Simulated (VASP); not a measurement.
VASP ran on this input.

### KPOINTS
```
Automatic mesh
0
Gamma
14 14 8
0 0 0
```

**INCAR**
```
SYSTEM = Os
PREC = Low; ENCUT = 400; LREAL = .FALSE.
LASPH = .TRUE.
EDIFF = 1E-6; NELM = 100; ALGO = Normal
LMAXMIX = 6
ISMEAR = 1; SIGMA = 0.1
GGA = PE
ISIF = 2
LWAVE = .FALSE.; LCHARG = .FALSE.
```

**POSCAR**
```
Os
1
    1.3592300000    -2.3092790000     0.0000000000
    1.3592300000     2.3092790000     0.0000000000
    0.0000000000     0.0000000000     4.4433190000
Os
2
Direct
  0.3333330000   0.6666670000   0.2500000000
  0.6746950000   0.3413610000   0.7500000000
```

POTCAR, in this order: Os (PBE.64 set). Program: vasp_std.

Question: Write an equivalent input for Quantum ESPRESSO's pw.x.

Answer: One equivalent input (not run):
```
&CONTROL
  calculation = 'scf'
  pseudo_dir = './pseudo'
  outdir = './out'
  tprnfor = .true.
  tstress = .true.
/
&SYSTEM
  ibrav = 0
  nat = 2
  ntyp = 1
  ecutwfc = 74
  occupations = 'smearing'
  smearing = 'methfessel-paxton'
  degauss = 0.00735
  input_dft = 'pbe'
/
&ELECTRONS
  conv_thr = 7.3e-08
  electron_maxstep = 100
/
ATOMIC_SPECIES
  Os 190.230 Os.upf
CELL_PARAMETERS angstrom
     1.3592300   -2.3092790    0.0000000
     1.3592300    2.3092790    0.0000000
     0.0000000    0.0000000    4.4433190
ATOMIC_POSITIONS crystal
  Os   0.3333330  0.6666670  0.2500000
  Os   0.6746950  0.3413610  0.7500000
K_POINTS automatic
  14 14 8 0 0 0
```
What does not carry over: the potentials are each code's own (VASP's PAW set, PseudoDojo norm-conserving files in pw.x), so ENCUT and ecutwfc are chosen apart and not converted; conv_thr bounds pw.x's estimated SCF error, while EDIFF bounds the energy change between steps.

The compound is Os in the hcp structure. The cell was not relaxed at this level, atoms are displaced from their ideal sites. The run is one of a series of settings (PREC = Low against the base run), some of them coarse on purpose.
